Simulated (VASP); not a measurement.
# CdW3 (Pm-3m) in VASP: notebook

The runs below take CdW3 through single point, relaxation of cell and atoms, with PBE.

All numbers are computed with VASP 6.6.1; they aren't measurements. Logs are shortened: lines on timing, memory, paths and dates and some standing lists are left out, and cuts for length are marked.

## (1) The structure

It takes space group Pm-3m (No. 221, cubic). Conventional cell: a = 4.127 Å, b = 4.127 Å, c = 4.127 Å, α = 90.00°, β = 90.00°, γ = 90.00°. Cd (site symmetry m-3m) is surrounded by 12 W at 2.92 Å. W (site symmetry 4/mmm) is surrounded by 4 Cd at 2.92 Å and 8 W at 2.92 Å.

The cell was built by a generator and needn't be a form met in nature.

## (2) Single point, PBE

The input, INCAR:

```
SYSTEM = CdW3
ALGO     = Normal         ! electronic algorithm
EDIFF    = 1E-7           ! SCF threshold, eV
ENCUT    = 520            ! plane-wave cutoff, eV
GGA      = PE             ! functional
ISIF     = 2              ! what is computed and relaxed
ISMEAR   = 0              ! smearing method
LASPH    = .TRUE.         ! aspherical terms in the spheres
LCHARG   = .FALSE.        ! write CHGCAR
LREAL    = .FALSE.        ! projectors in reciprocal space
LWAVE    = .FALSE.        ! write WAVECAR
NBANDS   = 35             ! bands
NELM     = 100            ! most SCF steps
PREC     = Accurate       ! precision mode
SIGMA    = 0.1            ! smearing width, eV
```

The input, KPOINTS:

```
k-points
0
G
  4 4 4
  0 0 0
```

The input, POSCAR:

```
CdW3
1.0
    4.1266175823      0.0000000000      0.0000000000
    0.0000000000      4.1266175823      0.0000000000
    0.0000000000      0.0000000000      4.1266175823
Cd W
1 3
Direct
    0.0000000000      0.0000000000      0.0000000000
    0.0000000000      0.5000000000      0.5000000000
    0.5000000000      0.0000000000      0.5000000000
    0.5000000000      0.5000000000      0.0000000000
```

Potentials or basis: VASP PAW PBE potentials, release 64 (Cd, W_sv).

Launch:

```bash
cat potpaw_PBE.64/Cd/POTCAR potpaw_PBE.64/W_sv/POTCAR > POTCAR
mpirun -np 1 vasp_std > vasp.out
```

OUTCAR:

```text
SYSTEM = CdW3
   EDIFF = 1E-7
   ENCUT = 520
   GGA = PE
   ISIF = 2
   ISMEAR = 0
   LASPH = .TRUE.
   LREAL = .FALSE.
   NELM = 100
   PREC = Accurate

 ion  position               nearest neighbor table
   1  0.000  0.000  0.000-   2 2.92   3 2.92   4 2.92   2 2.92   3 2.92   2 2.92   4 2.92   2 2.92
                             3 2.92   4 2.92   3 2.92   4 2.92
   2  0.000  0.500  0.500-   1 2.92   3 2.92   4 2.92   1 2.92   4 2.92   1 2.92   3 2.92   1 2.92
                             3 2.92   4 2.92   4 2.92   3 2.92
   3  0.500  0.000  0.500-   1 2.92   2 2.92   4 2.92   1 2.92   4 2.92   2 2.92   4 2.92   4 2.92
                             1 2.92   2 2.92   1 2.92   2 2.92
   4  0.500  0.500  0.000-   1 2.92   2 2.92   3 2.92   2 2.92   3 2.92   1 2.92   3 2.92   3 2.92
                             1 2.92   2 2.92   2 2.92   1 2.92

  LATTYP: Found a simple cubic cell.
 ALAT       =     4.1266175823

  Lattice vectors:

 A1 = (   4.1266175823,   0.0000000000,   0.0000000000)
 A2 = (   0.0000000000,   4.1266175823,   0.0000000000)
 A3 = (   0.0000000000,   0.0000000000,   4.1266175823)

Analysis of symmetry for initial positions (statically):
=====================================================================
 Subroutine PRICEL returns:
 Original cell was already a primitive cell.

 Routine SETGRP: Setting up the symmetry group for a
 simple cubic supercell.

 Subroutine GETGRP returns: Found 48 space group operations
 (whereof 48 operations were pure point group operations)
 out of a pool of 48 trial point group operations.

The static configuration has the point symmetry O_h .

Analysis of symmetry for dynamics (positions and initial velocities):
=====================================================================
 Subroutine PRICEL returns:
 Original cell was already a primitive cell.

 Routine SETGRP: Setting up the symmetry group for a
 simple cubic supercell.

 Subroutine GETGRP returns: Found 48 space group operations
 (whereof 48 operations were pure point group operations)
 out of a pool of 48 trial point group operations.

The dynamic configuration has the point symmetry O_h .

 Subroutine INISYM returns: Found 48 space group operations
 (whereof 48 operations are pure point group operations),
 and found     1 'primitive' translations

----------------------------------------------------------------------------------------

                                     Primitive cell

  volume of cell :      70.2721

  direct lattice vectors                    reciprocal lattice vectors
     4.126617582  0.000000000  0.000000000     0.242329215  0.000000000  0.000000000
     0.000000000  4.126617582  0.000000000     0.000000000  0.242329215  0.000000000
     0.000000000  0.000000000  4.126617582     0.000000000  0.000000000  0.242329215

  length of vectors
     4.126617582  4.126617582  4.126617582     0.242329215  0.242329215  0.242329215

  position of ions in fractional coordinates (direct lattice)
     0.000000000  0.000000000  0.000000000
     0.000000000  0.500000000  0.500000000
     0.500000000  0.000000000  0.500000000
     0.500000000  0.500000000  0.000000000

  ion indices of the primitive-cell ions
   primitive index   ion index
                 1           1
                 2           2
                 3           3
                 4           4

----------------------------------------------------------------------------------------

 KPOINTS: k-points

Automatic generation of k-mesh.
 Grid dimensions read from file:
 generate k-points for:    4    4    4

 Generating k-lattice:

  Cartesian coordinates                     Fractional coordinates (reciprocal lattice)
     0.060582304  0.000000000  0.000000000     0.250000000  0.000000000  0.000000000
     0.000000000  0.060582304  0.000000000     0.000000000  0.250000000  0.000000000
     0.000000000  0.000000000  0.060582304     0.000000000  0.000000000  0.250000000

  Length of vectors
     0.060582304  0.060582304  0.060582304

  Shift w.r.t. Gamma in fractional coordinates (k-lattice)
     0.000000000  0.000000000  0.000000000

 Subroutine IBZKPT returns following result:
 ===========================================

 Found     10 irreducible k-points:

 Following reciprocal coordinates:
            Coordinates               Weight
  0.000000  0.000000  0.000000      1.000000
  0.250000  0.000000  0.000000      6.000000
  0.500000  0.000000  0.000000      3.000000
  0.250000  0.250000  0.000000     12.000000
  0.500000  0.250000  0.000000     12.000000
  0.500000  0.500000  0.000000      3.000000
  0.250000  0.250000  0.250000      8.000000
  0.500000  0.250000  0.250000     12.000000
  0.500000  0.500000  0.250000      6.000000
  0.500000  0.500000  0.500000      1.000000
   k-points           NKPTS =     10   k-points in BZ     NKDIM =     10   number of bands    NBANDS=     35
   number of dos      NEDOS =    301   number of ions     NIONS =      4
   total plane-waves  NPLWV =  32768
   dimension x,y,z NGX =    32 NGY =   32 NGZ =   32
   dimension x,y,z NGXF=    64 NGYF=   64 NGZF=   64
   ions per type =               1   3
   NGX,Y,Z   is equivalent  to a cutoff of  12.89, 12.89, 12.89 a.u.
   NGXF,Y,Z  is equivalent  to a cutoff of  25.78, 25.78, 25.78 a.u.
 SYSTEM =  CdW3
   PREC   = accura    normal or accurate (medium, high low for compatibility)
   ISTART =      0    job   : 0-new  1-cont  2-samecut
   ICHARG =      2    charge: 1-file 2-atom 10-const
   ISPIN  =      1    spin polarized calculation?
   LNONCOLLINEAR =      F non collinear calculations
   LSORBIT =      F    spin-orbit coupling
   LASPH  =      T    aspherical Exc in radial PAW
   ENCUT  =  520.0 eV  38.22 Ry    6.18 a.u.   7.67  7.67  7.67*2*pi/ulx,y,z
   NELM   =    100;   NELMIN=  2; NELMDL= -5     # of ELM steps
   EDIFF  = 0.1E-06   stopping-criterion for ELM
   LREAL  =      F    real-space projection
[... 7 lines left out ...]
   TEBEG  =    0.0;   TEEND  =   0.0 temperature during run
   PSTRESS=    0.0 pullay stress
   NELECT =      54.0000    total number of electrons
   NUPDOWN=      -1.0000    fix difference up-down
   EMIN   =  10.00;   EMAX   =-10.00  energy-range for DOS
   EFERMI =   0.00;   METHOD = LEGACY
   ISMEAR =     0;   SIGMA  =   0.10  broadening in eV -4-tet -1-fermi 0-gaus
   EFERMI_NEDOS =   21; number of points for ismear=-14 and -15
   IALGO  =     38    algorithm
   IMIX   =      4    mixing-type and parameters
     AMIX     =   0.40;   BMIX     =  1.00
     AMIX_MAG =   1.60;   BMIX_MAG =  1.00
  volume/ion in A,a.u.               =      17.57       118.55
  Fermi-wavevector in a.u.,A,eV,Ry     =   1.499496  2.833636 30.592523  2.248487
  Thomas-Fermi vector in A             =   2.611118
   LORBIT       =      0    0 simple, 1 ext, 2 COOP (PROOUT), +10 PAW based schemes
   GGA     = PE    functional components
   LHFCALC =     F    Hartree Fock is set to
   AEXX    =    0.0000 exact exchange contribution
   IVDW    =     0    specifies the selected vdW correction
   LEPSILON=     F    determine dielectric tensor
   LRPA    =     F    only Hartree local field effects (RPA)
 non-spin polarized calculation
 Gauss-broadening in eV      SIGMA  =   0.10
  energy-cutoff  :      520.00
  volume of cell :       70.27
 maximum number of plane-waves:      1924
 NGX is ok and might be reduce to    32
   NGX = 15   NGY = 15   NGZ = 15

 number of electron      54.0000002 magnetization

 Free energy of the ion-electron system (eV)
  ---------------------------------------------------
  ext. energy  EPLUGINS =         0.00000000
  ---------------------------------------------------
  free energy    TOTEN  =       -36.99853952 eV

  energy without entropy =      -36.98769884  energy(sigma->0) =      -36.99311918

 E-fermi :   8.4127     XC(G=0): -12.8535

 val. band max:        8.1919561832   @ k =   0.5000   0.2500   0.0000
 cond. band min:       8.4587554085   @ k =   0.2500   0.0000   0.0000
 fundamental gap:      0.2667992253
 Fermi energy:         8.4126687697

 k-point     1 :       0.0000    0.0000    0.0000
  band No.  band energies     occupation
      1     -65.7501      2.00000
      2     -65.6732      2.00000
      3     -65.6732      2.00000
      4     -30.1769      2.00000
      5     -30.1769      2.00000
      6     -30.1769      2.00000
[... 27 lines left out ...]
     34      13.3064      0.00000
     35      13.3064      0.00000

 k-point     2 :       0.2500    0.0000    0.0000
  band No.  band energies     occupation
      1     -65.7404      2.00000
      2     -65.6829      2.00000
      3     -65.6731      2.00000
      4     -30.1295      2.00000
      5     -30.1295      2.00000
      6     -30.1013      2.00000
[... 27 lines left out ...]
     34      13.3101      0.00000
     35      13.8411      0.00000

 k-point     3 :       0.5000    0.0000    0.0000
  band No.  band energies     occupation
      1     -65.7244      2.00000
      2     -65.6988      2.00000
      3     -65.6730      2.00000
      4     -30.0637      2.00000
      5     -30.0637      2.00000
      6     -29.9635      2.00000
[... 27 lines left out ...]
     34      13.3137      0.00000
     35      14.0738      0.00000
[... 191 lines left out ...]
 k-point     9 :       0.5000    0.5000    0.2500
  band No.  band energies     occupation
      1     -65.6986      2.00000
      2     -65.6986      2.00000
      3     -65.6986      2.00000
      4     -30.2169      2.00000
      5     -30.1680      2.00000
      6     -30.0899      2.00000
[... 27 lines left out ...]
     34      11.5951      0.00000
     35      13.2284      0.00000

 k-point    10 :       0.5000    0.5000    0.5000
  band No.  band energies     occupation
      1     -65.6986      2.00000
      2     -65.6986      2.00000
      3     -65.6986      2.00000
      4     -30.3130      2.00000
      5     -30.1663      2.00000
      6     -30.1663      2.00000
[... 27 lines left out ...]
     34      12.6220      0.00000
     35      12.6220      0.00000

------------------------ aborting loop because EDIFF is reached ----------------------------------------

  FORCE on cell =-STRESS in cart. coord.  units (eV):
  Direction    XX          YY          ZZ          XY          YZ          ZX
  --------------------------------------------------------------------------------------
  -------------------------------------------------------------------------------------
  Total       -4.3737883     -4.3737883     -4.3737883     -0.0000000      0.0000000     -0.0000000
  in kB      -99.7207807    -99.7207807    -99.7207807     -0.0000000      0.0000000     -0.0000000
  external PRESSURE =     -99.7207807 kB  Pullay stress =       0.0000000 kB

 VOLUME and BASIS-vectors are now :
 -----------------------------------------------------------------------------
  energy-cutoff  :      520.00
  volume of cell :       70.27
      direct lattice vectors                 reciprocal lattice vectors
     4.126617582  0.000000000  0.000000000     0.242329215  0.000000000  0.000000000
     0.000000000  4.126617582  0.000000000     0.000000000  0.242329215  0.000000000
     0.000000000  0.000000000  4.126617582     0.000000000  0.000000000  0.242329215

 POSITION                                       TOTAL-FORCE (eV/Angst)
 -----------------------------------------------------------------------------------
      0.00000      0.00000      0.00000         0.000000      0.000000      0.000000
      0.00000      2.06331      2.06331         0.000000      0.000000      0.000000
      2.06331      0.00000      2.06331         0.000000      0.000000      0.000000
      2.06331      2.06331      0.00000         0.000000      0.000000      0.000000
 -----------------------------------------------------------------------------------
    total drift:                                0.000000     -0.000000     -0.000000

  FREE ENERGIE OF THE ION-ELECTRON SYSTEM (eV)
  ---------------------------------------------------
  free  energy   TOTEN  =       -36.9985395199 eV

  energy  without entropy=      -36.9876988401  energy(sigma->0) =      -36.99311918
```

It took 13 s on 1 thread of Intel Xeon Platinum 8488C (Sapphire Rapids), shared host; peak memory 0.18 GiB.

Results:

```yaml
Free_energy: -36.9985 eV
Pressure: -10.0 GPa
Band_gap_on_the_k_mesh: none (metal or under the smearing width)
```

Levels at points of the mesh, in eV from the Fermi level:
| k point | band 24 | band 25 | band 26 | band 27 | band 28 | band 29 | band 30 | band 31 |
| --- | --- | --- | --- | --- | --- | --- | --- | --- |
| (0.00, 0.00, 0.00) | -2.85 | 1.28 | 1.28 | 1.28 | 1.32 | 1.32 | 1.32 | 2.93 |
| (0.50, 0.00, 0.00) | -1.16 | -0.78 | -0.78 | -0.52 | 0.27 | 0.55 | 0.92 | 1.03 |
| (0.50, 0.50, 0.00) | -2.10 | -2.10 | -0.54 | -0.54 | 0.45 | 0.51 | 0.51 | 0.85 |
| (0.50, 0.50, 0.50) | -1.03 | -0.97 | -0.97 | -0.97 | 0.25 | 1.01 | 1.01 | 1.01 |

Caveat: the k mesh is coarse (spacing up to 0.38 Å⁻¹), so the values aren't converged. The run has no spin-orbit coupling, so splittings on W are missing.

(Continued in part 2 of 3.)
